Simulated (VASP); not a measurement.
Calculation: HSE06 screened hybrid, VASP's PBE PAW potentials (set 64) (plane waves; VASP).

VASP input:

File POSCAR:
```
Ga31InAs32
11.522210
  1.0000000366   0.0000000000   0.0000000000
  0.0000000000   1.0000000366   0.0000000000
  0.0000000000   0.0000000000   1.0000000366
Ga As In
31 32 1
direct
  0.5000214355   0.0001147389   0.0001824801
  0.7500414464   0.2497951495   0.0003095174
  0.7500398392   0.0000812266   0.2500328039
  0.9999893738   0.9999715783   0.9999649074
  0.2501344903   0.2500177157   0.0000874551
  0.4999415521   0.4998853522   0.0001616304
  0.7500343328   0.7500410732   0.9998674006
  0.2501042914   0.0001422039   0.2500947739
  0.5003775975   0.2484916978   0.2485046747
  0.7521895704   0.5003958119   0.2480540028
  0.4999582016   0.0000586267   0.4999246150
  0.7521050717   0.2480291475   0.5002356778
  0.7500323366   0.9999348649   0.7499864540
  0.9999436767   0.4999990672   0.0002608664
  0.2498656285   0.7501296357   0.0003113349
  0.0000148201   0.2500518532   0.2500427684
  0.2481803194   0.5000976419   0.2481060979
  0.5003278658   0.7522249135   0.2479336864
  0.9998848551   0.9999586332   0.5000219545
  0.2480857227   0.2481854358   0.5001911053
  0.7516912686   0.7516479289   0.5003174713
  0.2499710393   0.0001020680   0.7500218885
  0.5001414294   0.2479243510   0.7522403595
  0.7522721704   0.4996200725   0.7523875993
  0.0001291938   0.7500849339   0.2500201791
  0.0000463365   0.4999284449   0.4999008404
  0.2479268163   0.7522357092   0.5001600189
  0.0002008902   0.2498716843   0.7500285129
  0.2473883128   0.5007484870   0.7526551988
  0.4998556853   0.7521848467   0.7523168813
  0.9998059492   0.7501738184   0.7499729822
  0.6250360400   0.1242936137   0.1244749021
  0.8757449624   0.3749056428   0.1243504704
  0.8757906787   0.1242693428   0.3749202594
  0.1250069169   0.1249969802   0.1249992096
  0.3750835970   0.3749689284   0.1251221507
  0.6250472155   0.6250686225   0.1248335113
  0.8750119515   0.8750090688   0.1249854842
  0.3750908085   0.1251724684   0.3750496257
  0.6320894887   0.3687678877   0.3686661501
  0.8751577860   0.6251944882   0.3751153253
  0.6249891803   0.1249197015   0.6250110645
  0.8752795684   0.3749109722   0.6250905736
  0.8750198383   0.1249772189   0.8750080736
  0.1242062985   0.6250747985   0.1243223369
  0.3749138449   0.8758891902   0.1243110481
  0.1250493168   0.3750160629   0.3749819303
  0.3682601845   0.6321926425   0.3682147568
  0.6251427798   0.8750703995   0.3751174233
  0.1242232083   0.1241478698   0.6250735786
  0.3673164929   0.3681518070   0.6330544994
  0.6318676126   0.6316278512   0.6326999304
  0.8756349541   0.8757439602   0.6250577482
  0.3749052664   0.1241689484   0.8758628182
  0.6250785631   0.3748271014   0.8753562307
  0.8759332226   0.6251307276   0.8759027676
  0.1242376508   0.8759200227   0.3749266946
  0.1247437499   0.6251941843   0.6249545117
  0.3750033302   0.8751705162   0.6250786091
  0.1240752075   0.3748852501   0.8760496077
  0.3749423861   0.6252162396   0.8754279564
  0.6251142644   0.8759459444   0.8758962295
  0.1249878295   0.8750170863   0.8750085641
  0.4991612855   0.4999327486   0.5010698190
```

### INCAR
```
! general
SYSTEM    =  Ga31InAs32
PREC      =  Normal
ENCUT     =  400
LREAL     =  Auto
LASPH     =  T
ISYM      =  0

! electronic loop
EDIFF     =  1E-5
NELM      =  50
NELMIN    =  4
ALGO      =  Normal
LMAXMIX   =  4

! smearing
ISMEAR    =  0
SIGMA     =  0.05

! functional
GGA       =  PE
LHFCALC   =  T
AEXX      =  0.25
HFSCREEN  =  0.2
PRECFOCK  =  Fast

! ions
ISIF      =  0

! output
LWAVE     =  F
LCHARG    =  F
```

KPOINTS:
```
Automatic mesh
0
Gamma
1 1 1
0 0 0
```

POTCAR, in this order: Ga As In (PBE.64 set). Program: vasp_gam. Read from the step before: WAVECAR.

What VASP printed:

OSZICAR:
```
       N       E                     dE             d eps       ncg     rms          rms(c)
DAV:   1    -0.311450381712E+03   -0.31145E+03   -0.22431E+01   322   0.125E+01    0.141E+01
DAV:   2    -0.311589276064E+03   -0.13889E+00   -0.58120E-01   355   0.115E+00    0.935E+00
DAV:   3    -0.311536592683E+03    0.52683E-01   -0.30187E-02   364   0.304E-01    0.549E+00
DAV:   4    -0.311516510137E+03    0.20083E-01   -0.13655E-02   372   0.192E-01    0.311E+00
DAV:   5    -0.311510175159E+03    0.63350E-02   -0.42952E-03   372   0.104E-01    0.175E+00
DAV:   6    -0.311507993670E+03    0.21815E-02   -0.95268E-04   363   0.551E-02    0.974E-01
DAV:   7    -0.311507233949E+03    0.75972E-03   -0.28067E-04   347   0.327E-02    0.536E-01
DAV:   8    -0.311506989601E+03    0.24435E-03   -0.10497E-04   355   0.206E-02    0.291E-01
DAV:   9    -0.311506919556E+03    0.70045E-04   -0.35473E-05   283   0.123E-02    0.157E-01
DAV:  10    -0.311506903847E+03    0.15709E-04   -0.12605E-05   203   0.779E-03    0.853E-02
DAV:  11    -0.311506903300E+03    0.54723E-06   -0.51407E-06   196   0.481E-03
   1 F= -.31150690E+03 E0= -.31150690E+03  d E =-.691655E-14
```

File OUTCAR:
```
------------------------ aborting loop because EDIFF is reached ----------------------------------------
  volume of cell :     1529.70
      direct lattice vectors                 reciprocal lattice vectors
    11.522210422  0.000000000  0.000000000     0.086788903  0.000000000  0.000000000
     0.000000000 11.522210422  0.000000000     0.000000000  0.086788903  0.000000000
     0.000000000  0.000000000 11.522210422     0.000000000  0.000000000  0.086788903
  FREE ENERGIE OF THE ION-ELECTRON SYSTEM (eV)
  ---------------------------------------------------
  free  energy   TOTEN  =      -311.5069033002 eV

  energy  without entropy=     -311.5069033002  energy(sigma->0) =     -311.50690330

  exchange ACFDT corr.  =         0.00000000  see jH, gK, PRB 81, 115126
```
(Selected blocks of OUTCAR.)

The supercell is sampled at Γ alone, which is coarse: total energies, pressure and levels can be off, energies of defects by several tenths of an eV.

The cell is a supercell with a defect, built from GaAs (zinc blende): In_Ga. The cell's shape comes from a PBE relaxation. The run is not spin-polarised, so no state with unpaired spins was tried.
